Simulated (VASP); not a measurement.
All values below come from r2SCAN+rVV10, VASP's PBE PAW potentials (set 64) (plane waves; VASP).

Input for VASP

**KPOINTS**
```
Automatic mesh
0
Gamma
8 8 2
0 0 0
```

**POSCAR**
```
MoS2
1
    1.5545730253    -2.6925991901     0.0000000000
    1.5545730253     2.6925991901     0.0000000000
    0.0000000000     0.0000000000    12.1688730067
Mo S
2 4
Direct
  0.3333330000   0.6666670000   0.2500000000
  0.6666670000   0.3333330000   0.7500000000
  0.3333330000   0.6666670000   0.8752950063
  0.6666670000   0.3333330000   0.3752950063
  0.6666670000   0.3333330000   0.1247049937
  0.3333330000   0.6666670000   0.6247049937
```

### INCAR
```
SYSTEM = MoS2
PREC = Accurate
ENCUT = 520
EDIFF = 1E-7
NELM = 100
ALGO = Normal
LREAL = .FALSE.
LASPH = .TRUE.
ISMEAR = 0
SIGMA = 0.05
METAGGA = R2SCAN
LUSE_VDW = .TRUE.
BPARAM = 11.95
CPARAM = 0.0093
LMIXTAU = .TRUE.
LMAXMIX = 4
LWAVE = .FALSE.
LCHARG = .FALSE.
ISIF = 4
IBRION = 2
NSW = 30
EDIFFG = -0.01
```

POTCAR, in this order: Mo_sv S (PBE.64 set). Program: vasp_std.

The run wrote:

File OUTCAR:
```
 ion  position               nearest neighbor table
   1  0.333  0.667  0.250-   4 2.36   5 2.36   4 2.36   5 2.36   4 2.36   5 2.36
   2  0.667  0.333  0.750-   3 2.36   6 2.36   3 2.36   6 2.36   3 2.36   6 2.36
   3  0.333  0.667  0.875-   2 2.36   2 2.36   2 2.36
   4  0.667  0.333  0.375-   1 2.36   1 2.36   1 2.36
   5  0.667  0.333  0.125-   1 2.36   1 2.36   1 2.36
   6  0.333  0.667  0.625-   2 2.36   2 2.36   2 2.36
  LATTYP: Found a hexagonal cell.
 ALAT       =     3.1091458135
 C/A-ratio  =     3.9138958855
 Subroutine PRICEL returns:
 Original cell was already a primitive cell.
 Subroutine GETGRP returns: Found 24 space group operations
The static configuration has the point symmetry D_3d.
 The point group associated with its full space group is D_6h.
The dynamic configuration has the point symmetry D_3d.
 Subroutine INISYM returns: Found 24 space group operations
 Subroutine IBZKPT returns following result:
 Found     20 irreducible k-points:

 Following reciprocal coordinates:
            Coordinates               Weight
  0.000000  0.000000  0.000000      1.000000
  0.125000  0.000000  0.000000      6.000000
  0.250000  0.000000  0.000000      6.000000
  0.375000 -0.000000  0.000000      6.000000
  0.500000  0.000000  0.000000      3.000000
  0.125000  0.125000  0.000000      6.000000
  0.250000  0.125000  0.000000     12.000000
  0.375000  0.125000  0.000000     12.000000
  0.250000  0.250000  0.000000      6.000000
  0.375000  0.250000  0.000000      6.000000
  0.000000  0.000000  0.500000      1.000000
  0.125000  0.000000  0.500000      6.000000
  0.250000  0.000000  0.500000      6.000000
  0.375000 -0.000000  0.500000      6.000000
  0.500000  0.000000  0.500000      3.000000
  0.125000  0.125000  0.500000      6.000000
  0.250000  0.125000  0.500000     12.000000
  0.375000  0.125000  0.500000     12.000000
...
```

OSZICAR:
```
...
DAV:   3    -0.889846246839E+02   -0.20063E-01   -0.52721E-02  1547   0.152E+00    0.109E+00
DAV:   4    -0.889837178015E+02    0.90688E-03   -0.22944E-02  1499   0.790E-01    0.442E-01
DAV:   5    -0.889840360234E+02   -0.31822E-03   -0.23773E-03  1545   0.302E-01    0.107E-01
DAV:   6    -0.889840133946E+02    0.22629E-04   -0.62813E-04  1630   0.139E-01    0.681E-02
DAV:   7    -0.889840595310E+02   -0.46136E-04   -0.45725E-05  1429   0.414E-02    0.383E-02
DAV:   8    -0.889840644943E+02   -0.49633E-05   -0.77024E-06  1431   0.222E-02    0.222E-02
DAV:   9    -0.889840691696E+02   -0.46753E-05   -0.11202E-05  1507   0.252E-02    0.662E-03
DAV:  10    -0.889840720647E+02   -0.28951E-05   -0.24236E-06  1394   0.135E-02    0.559E-03
DAV:  11    -0.889840723447E+02   -0.28001E-06   -0.92316E-08   942   0.252E-03    0.336E-03
DAV:  12    -0.889840722270E+02    0.11766E-06   -0.26343E-07  1132   0.375E-03    0.691E-04
DAV:  13    -0.889840724083E+02   -0.18127E-06   -0.20683E-08   767   0.111E-03    0.337E-04
DAV:  14    -0.889840724117E+02   -0.34170E-08   -0.57318E-09   753   0.480E-04
   2 F= -.88984072E+02 E0= -.88984072E+02  d E =-.932552E-01
       N       E                     dE             d eps       ncg     rms          rms(c)
DAV:   1    -0.889858679606E+02   -0.17956E-02   -0.34569E-01  1247   0.253E+00    0.616E-01
DAV:   2    -0.889872479151E+02   -0.13800E-02   -0.15326E-02  1497   0.564E-01    0.254E-01
DAV:   3    -0.889876570138E+02   -0.40910E-03   -0.85093E-04  1454   0.207E-01    0.175E-01
DAV:   4    -0.889877059549E+02   -0.48941E-04   -0.65896E-04  1568   0.139E-01    0.628E-02
DAV:   5    -0.889876749137E+02    0.31041E-04   -0.23157E-04  1448   0.816E-02    0.843E-03
DAV:   6    -0.889876729177E+02    0.19961E-05   -0.14022E-05  1450   0.209E-02    0.137E-02
DAV:   7    -0.889876742767E+02   -0.13591E-05   -0.71728E-07  1301   0.544E-03    0.820E-03
DAV:   8    -0.889876751380E+02   -0.86125E-06   -0.41999E-07  1314   0.527E-03    0.472E-03
DAV:   9    -0.889876753532E+02   -0.21523E-06   -0.11532E-07   809   0.261E-03    0.219E-03
DAV:  10    -0.889876753459E+02    0.73451E-08   -0.53497E-08   781   0.197E-03
   3 F= -.88987675E+02 E0= -.88987675E+02  d E =-.968581E-01
       N       E                     dE             d eps       ncg     rms          rms(c)
DAV:   1    -0.891677485524E+02   -0.18007E+00   -0.92576E+00  1256   0.198E+01    0.301E+00
DAV:   2    -0.890419842945E+02    0.12576E+00   -0.70508E-01  1461   0.500E+00    0.175E+00
DAV:   3    -0.890331048777E+02    0.88794E-02   -0.54787E-02  1500   0.159E+00    0.729E-01
DAV:   4    -0.890272052664E+02    0.58996E-02   -0.28400E-02  1376   0.103E+00    0.377E-01
DAV:   5    -0.890282728110E+02   -0.10675E-02   -0.28428E-03  1479   0.365E-01    0.144E-01
DAV:   6    -0.890282505616E+02    0.22249E-04   -0.63367E-04  1607   0.153E-01    0.533E-02
DAV:   7    -0.890282856582E+02   -0.35097E-04   -0.19297E-04  1481   0.103E-01    0.244E-02
DAV:   8    -0.890282780514E+02    0.76068E-05   -0.98268E-05  1428   0.835E-02    0.890E-03
DAV:   9    -0.890283118741E+02   -0.33823E-04   -0.19522E-05  1423   0.397E-02    0.297E-03
DAV:  10    -0.890283127392E+02   -0.86509E-06   -0.33254E-06  1412   0.120E-02    0.148E-03
DAV:  11    -0.890283131406E+02   -0.40139E-06   -0.54869E-07  1241   0.642E-03    0.103E-03
DAV:  12    -0.890283131037E+02    0.36943E-07   -0.14434E-07   879   0.304E-03
   4 F= -.89028313E+02 E0= -.89028313E+02  d E =-.406378E-01
       N       E                     dE             d eps       ncg     rms          rms(c)
DAV:   1    -0.890708817773E+02   -0.42569E-01   -0.24848E+00  1248   0.103E+01    0.160E+00
DAV:   2    -0.890374884059E+02    0.33393E-01   -0.18963E-01  1455   0.259E+00    0.917E-01
DAV:   3    -0.890350775685E+02    0.24108E-02   -0.14912E-02  1501   0.822E-01    0.377E-01
DAV:   4    -0.890334349939E+02    0.16426E-02   -0.82889E-03  1382   0.557E-01    0.204E-01
DAV:   5    -0.890338052097E+02   -0.37022E-03   -0.77016E-04  1485   0.192E-01    0.721E-02
DAV:   6    -0.890338032687E+02    0.19410E-05   -0.16192E-04  1584   0.762E-02    0.274E-02
DAV:   7    -0.890338078937E+02   -0.46249E-05   -0.52416E-05  1476   0.538E-02    0.131E-02
DAV:   8    -0.890338081710E+02   -0.27733E-06   -0.28065E-05  1392   0.436E-02    0.434E-03
DAV:   9    -0.890338168142E+02   -0.86432E-05   -0.49144E-06  1408   0.195E-02    0.163E-03
DAV:  10    -0.890338175495E+02   -0.73527E-06   -0.93054E-07  1373   0.643E-03    0.779E-04
DAV:  11    -0.890338171630E+02    0.38647E-06   -0.15254E-07   830   0.355E-03    0.421E-04
DAV:  12    -0.890338174079E+02   -0.24493E-06   -0.60841E-08   767   0.192E-03    0.280E-04
DAV:  13    -0.890338172612E+02    0.14668E-06   -0.23204E-08   690   0.109E-03    0.824E-05
DAV:  14    -0.890338172717E+02   -0.10417E-07   -0.36956E-09   662   0.388E-04
   5 F= -.89033817E+02 E0= -.89033817E+02  d E =-.461419E-01
       N       E                     dE             d eps       ncg     rms          rms(c)
DAV:   1    -0.890339342014E+02   -0.11694E-03   -0.86248E-03  1254   0.607E-01    0.967E-02
DAV:   2    -0.890338191409E+02    0.11506E-03   -0.65899E-04  1485   0.154E-01    0.546E-02
DAV:   3    -0.890338105886E+02    0.85523E-05   -0.52393E-05  1508   0.485E-02    0.224E-02
DAV:   4    -0.890338039765E+02    0.66121E-05   -0.30645E-05  1404   0.338E-02    0.126E-02
DAV:   5    -0.890338053432E+02   -0.13667E-05   -0.28397E-06  1492   0.118E-02    0.429E-03
DAV:   6    -0.890338050894E+02    0.25378E-06   -0.57883E-07  1354   0.458E-03    0.169E-03
DAV:   7    -0.890338047148E+02    0.37460E-06   -0.17703E-07   817   0.341E-03    0.650E-04
DAV:   8    -0.890338048734E+02   -0.15854E-06   -0.95328E-08   683   0.256E-03    0.276E-04
DAV:   9    -0.890338048137E+02    0.59643E-07   -0.16475E-08   641   0.905E-04
   6 F= -.89033805E+02 E0= -.89033805E+02  d E =-.461295E-01
       N       E                     dE             d eps       ncg     rms          rms(c)
DAV:   1    -0.890341036252E+02   -0.29875E-03   -0.14543E-02  1254   0.848E-01    0.109E-01
DAV:   2    -0.890338379591E+02    0.26567E-03   -0.14828E-03  1496   0.202E-01    0.793E-02
DAV:   3    -0.890338233189E+02    0.14640E-04   -0.21289E-04  1498   0.892E-02    0.380E-02
DAV:   4    -0.890338214600E+02    0.18589E-05   -0.57708E-05  1429   0.489E-02    0.252E-02
DAV:   5    -0.890338193685E+02    0.20915E-05   -0.67890E-06  1581   0.157E-02    0.123E-02
DAV:   6    -0.890338196157E+02   -0.24718E-06   -0.22628E-06  1517   0.103E-02    0.416E-03
DAV:   7    -0.890338203323E+02   -0.71660E-06   -0.36462E-07  1234   0.524E-03    0.178E-03
DAV:   8    -0.890338201359E+02    0.19644E-06   -0.17603E-07   824   0.365E-03    0.601E-04
DAV:   9    -0.890338204782E+02   -0.34234E-06   -0.10591E-07   746   0.288E-03    0.346E-04
DAV:  10    -0.890338203173E+02    0.16088E-06   -0.33959E-08   676   0.154E-03    0.175E-04
DAV:  11    -0.890338204223E+02   -0.10501E-06   -0.61861E-09   648   0.612E-04    0.864E-05
DAV:  12    -0.890338203906E+02    0.31729E-07   -0.10207E-09   641   0.239E-04
   7 F= -.89033820E+02 E0= -.89033820E+02  d E =-.155769E-04
       N       E                     dE             d eps       ncg     rms          rms(c)
DAV:   1    -0.890339043431E+02   -0.83921E-04   -0.29433E-03  1254   0.382E-01    0.488E-02
DAV:   2    -0.890338531776E+02    0.51166E-04   -0.29796E-04  1504   0.905E-02    0.356E-02
DAV:   3    -0.890338505090E+02    0.26687E-05   -0.42809E-05  1506   0.400E-02    0.171E-02
DAV:   4    -0.890338496608E+02    0.84814E-06   -0.11585E-05  1422   0.219E-02    0.113E-02
DAV:   5    -0.890338491795E+02    0.48130E-06   -0.13689E-06  1572   0.705E-03    0.554E-03
DAV:   6    -0.890338490300E+02    0.14957E-06   -0.44671E-07  1212   0.464E-03    0.195E-03
DAV:   7    -0.890338488753E+02    0.15470E-06   -0.79407E-08   767   0.251E-03    0.867E-04
DAV:   8    -0.890338489578E+02   -0.82563E-07   -0.40035E-08   704   0.166E-03
   8 F= -.89033849E+02 E0= -.89033849E+02  d E =-.441441E-04
```

### OUTCAR
```
------------------------ aborting loop because EDIFF is reached ----------------------------------------
  FORCE on cell =-STRESS in cart. coord.  units (eV):
  Direction    XX          YY          ZZ          XY          YZ          ZX
  --------------------------------------------------------------------------------------
  Total        2.3571505      2.3571499      2.3638917      0.0000000     -0.0000000     -0.0000000
  in kB       37.0710348     37.0710251     37.1770533      0.0000000     -0.0000000     -0.0000000
  external PRESSURE =      37.1063710 kB  Pullay stress =       0.0000000 kB
  volume of cell :      101.87
      direct lattice vectors                 reciprocal lattice vectors
     1.572711316 -2.724015548 -0.000000000     0.317922301 -0.183552550  0.000000000
     1.572711316  2.724015548  0.000000000     0.317922301  0.183552550  0.000000000
    -0.000000000  0.000000000 11.889801485     0.000000000 -0.000000000  0.084105694
 POSITION                                       TOTAL-FORCE (eV/Angst)
 -----------------------------------------------------------------------------------
      1.57271      0.90801      2.97245        -0.000000     -0.000000      0.000000
      1.57271     -0.90801      8.91735         0.000000      0.000000      0.000000
      1.57271      0.90801     10.47488        -0.000000     -0.000000     -0.000294
      1.57271     -0.90801      4.52998        -0.000000      0.000000     -0.000294
      1.57271     -0.90801      1.41492        -0.000000      0.000000      0.000294
      1.57271      0.90801      7.35982         0.000000     -0.000000      0.000294
 -----------------------------------------------------------------------------------
    total drift:                               -0.000218      0.001563     -0.000030
  FREE ENERGIE OF THE ION-ELECTRON SYSTEM (eV)
  ---------------------------------------------------
  free  energy   TOTEN  =       -89.0338489578 eV

  energy  without entropy=      -89.0338489578  energy(sigma->0) =      -89.03384896

 reached required accuracy - stopping structural energy minimisation
```
(Selected blocks of OUTCAR.)

**CONTCAR**
```
MoS2
   1.00000000000000
     1.5727113158238077   -2.7240155482912654   -0.0000000000000000
     1.5727113158238077    2.7240155482912654    0.0000000000000000
    -0.0000000000000000    0.0000000000000000   11.8898014848929492
  Mo              S
     2     4
Direct
     0.3333330000000032    0.6666669999999968    0.2500000000000000
     0.6666669999999968    0.3333330000000032    0.7500000000000000
     0.3333330000000032    0.6666669999999968    0.8809971478336448
     0.6666669999999968    0.3333330000000032    0.3809971478336447
     0.6666669999999968    0.3333330000000032    0.1190028521663553
     0.3333330000000032    0.6666669999999968    0.6190028521663552
```

OUTCAR:
```
 val. band max:        8.2052413043   @ k =   0.0000   0.0000   0.0000

 cond. band min:       9.0946030965   @ k =   0.2500   0.1250   0.0000


 Fermi energy:         8.4135832762

 k-point     1 :       0.0000    0.0000    0.0000
  band No.  band energies     occupation
      1     -55.3995      2.00000
      2     -55.3995      2.00000
      3     -28.8434      2.00000
      4     -28.8432      2.00000
      5     -28.5871      2.00000
      6     -28.5871      2.00000
      7     -28.5871      2.00000
      8     -28.5871      2.00000
      9      -7.8249      2.00000
     10      -7.4044      2.00000
     11      -6.5531      2.00000
     12      -5.8701      2.00000
     13       0.5946      2.00000
     14       2.0032      2.00000
     15       4.1431      2.00000
     16       4.5481      2.00000
     17       4.5481      2.00000
     18       4.5711      2.00000
     19       4.5711      2.00000
     20       5.7010      2.00000
     21       5.7011      2.00000
     22       5.7806      2.00000
     23       5.7807      2.00000
     24       6.7946      2.00000
     25       7.0544      2.00000
     26       8.2052      2.00000
     27      10.3413      0.00000
     28      10.3414      0.00000
     29      10.3827      0.00000
     30      10.3828      0.00000
     31      10.4612      0.00000

 k-point     2 :       0.1250    0.0000    0.0000
  band No.  band energies     occupation
      1     -55.3924      2.00000
      2     -55.3924      2.00000
      3     -28.8295      2.00000
      4     -28.8293      2.00000
      5     -28.6553      2.00000
      6     -28.6553      2.00000
      7     -28.6025      2.00000
      8     -28.6025      2.00000
      9      -7.5722      2.00000
     10      -7.1573      2.00000
     11      -6.4306      2.00000
     12      -5.7920      2.00000
     13       0.8729      2.00000
     14       2.2660      2.00000
     15       3.7118      2.00000
     16       4.0277      2.00000
     17       4.0858      2.00000
...
```

The compound is MoS2 in the 2H layered structure. This cell is one point of a volume scan, at 0.94 of the reference volume. Symmetry was kept, so distortions that lower it aren't found.
